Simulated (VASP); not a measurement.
Output of a VASP run:

File OSZICAR:
```
       N       E                     dE             d eps       ncg     rms          rms(c)
DAV:   1     0.219056201999E+03    0.21906E+03   -0.14359E+04   480   0.132E+03
DAV:   2     0.149583309260E+01   -0.21756E+03   -0.21524E+03   612   0.430E+02
DAV:   3    -0.309901674539E+02   -0.32486E+02   -0.30136E+02   620   0.900E+01
DAV:   4    -0.325880692733E+02   -0.15979E+01   -0.15950E+01   624   0.233E+01
DAV:   5    -0.326574191321E+02   -0.69350E-01   -0.69326E-01   640   0.443E+00    0.328E+01
DAV:   6    -0.312915868597E+02    0.13658E+01   -0.46365E+00   656   0.106E+01    0.224E+01
DAV:   7    -0.313355195469E+02   -0.43933E-01   -0.18113E+00   672   0.740E+00    0.273E+00
DAV:   8    -0.312743676459E+02    0.61152E-01   -0.53542E-01   640   0.382E+00    0.826E-01
DAV:   9    -0.312759603649E+02   -0.15927E-02   -0.18095E-02   576   0.874E-01    0.364E-01
DAV:  10    -0.312764927926E+02   -0.53243E-03   -0.74870E-04   620   0.238E-01    0.116E-01
DAV:  11    -0.312767826354E+02   -0.28984E-03   -0.30977E-04   576   0.118E-01    0.492E-02
DAV:  12    -0.312768256413E+02   -0.43006E-04   -0.50887E-05   612   0.458E-02    0.167E-02
DAV:  13    -0.312768434196E+02   -0.17778E-04   -0.27700E-05   576   0.304E-02    0.665E-03
DAV:  14    -0.312768435192E+02   -0.99584E-07   -0.14370E-06   400   0.834E-03
   1 F= -.31276844E+02 E0= -.31276844E+02  d E =-.261882E-13
```

OUTCAR:
```
------------------------ aborting loop because EDIFF is reached ----------------------------------------
  FORCE on cell =-STRESS in cart. coord.  units (eV):
  Direction    XX          YY          ZZ          XY          YZ          ZX
  --------------------------------------------------------------------------------------
  Total        0.9303865      0.9303864      1.8392252     -0.0000000     -0.0000000     -0.0000000
  in kB       12.9601263     12.9601249     25.6200960     -0.0000000     -0.0000000     -0.0000000
  external PRESSURE =      17.1801157 kB  Pullay stress =       0.0000000 kB
  volume of cell :      115.02
      direct lattice vectors                 reciprocal lattice vectors
     4.400900000  0.000000000  0.000000000     0.227226249  0.131189143  0.000000000
    -2.200450000  3.811291000  0.000000000     0.000000000  0.262378286  0.000000000
     0.000000000  0.000000000  6.857268000     0.000000000  0.000000000  0.145830672
 POSITION                                       TOTAL-FORCE (eV/Angst)
 -----------------------------------------------------------------------------------
     -0.00000      2.54086      1.69169        -0.000000     -0.000000     -0.364365
      2.20045      1.27043      5.16558        -0.000000      0.000000      0.364365
      0.00000      0.00000      0.00000        -0.000000      0.000000      0.000000
     -0.00000      2.54086      4.43665         0.000000      0.000000     -0.047339
      2.20045      1.27043      2.42062        -0.000000      0.000000      0.047339
 -----------------------------------------------------------------------------------
    total drift:                               -0.000000      0.000000      0.000000
  FREE ENERGIE OF THE ION-ELECTRON SYSTEM (eV)
  ---------------------------------------------------
  free  energy   TOTEN  =       -31.2768435192 eV

  energy  without entropy=      -31.2768435192  energy(sigma->0) =      -31.27684352
```
(Selected blocks of OUTCAR.)

POSCAR:
```
Dy2S3
1
    4.4009000000     0.0000000000     0.0000000000
   -2.2004500000     3.8112910000     0.0000000000
    0.0000000000     0.0000000000     6.8572680000
Dy S
2 3
Direct
  0.3333330000   0.6666670000   0.2467000000
  0.6666670000   0.3333330000   0.7533000000
  0.0000000000   0.0000000000   0.0000000000
  0.3333330000   0.6666670000   0.6470000000
  0.6666670000   0.3333330000   0.3530000000
```

Task: Write an INCAR and KPOINTS that could have produced this output.

Result: Several could match; the one computed here: the input of the run itself, PBE GGA, plane waves, VASP's PBE PAW potentials (set 64).

**KPOINTS**
```
kpoints
0
gamma
 5 5 3
```

INCAR:
```
! general
SYSTEM =Dy2S3
PREC   =Accurate
ENCUT  =400   ! plane-wave cut-off (eV)
LREAL  =F   ! projection in real space or not
LASPH  =T
NBANDS =20

! electronic loop
EDIFF  =1E-6   ! SCF stop (eV)
NELM   =100
ALGO   =Normal   ! blocked Davidson
LMAXMIX=6

! smearing
ISMEAR =0
SIGMA  =0.05   ! width (eV)

! functional
GGA    =PE

! ions
ISIF   =2   ! forces and stress, cell fixed

! output
LWAVE  =F
LCHARG =F
```

POTCAR, in this order: Dy_3 S (PBE.64 set). Program: vasp_std.

The 4f electrons are frozen in the core of the lanthanide potential, so 4f levels, which can set the real gap, and their magnetism are missing.

The structure was generated: Dy2S3 was put into the A-La2O3 type (P-3m1), which need not be its known phase. The cell was not relaxed at this level. The run is one of a series of settings (NBANDS = 20 against the base run), some of them coarse on purpose.
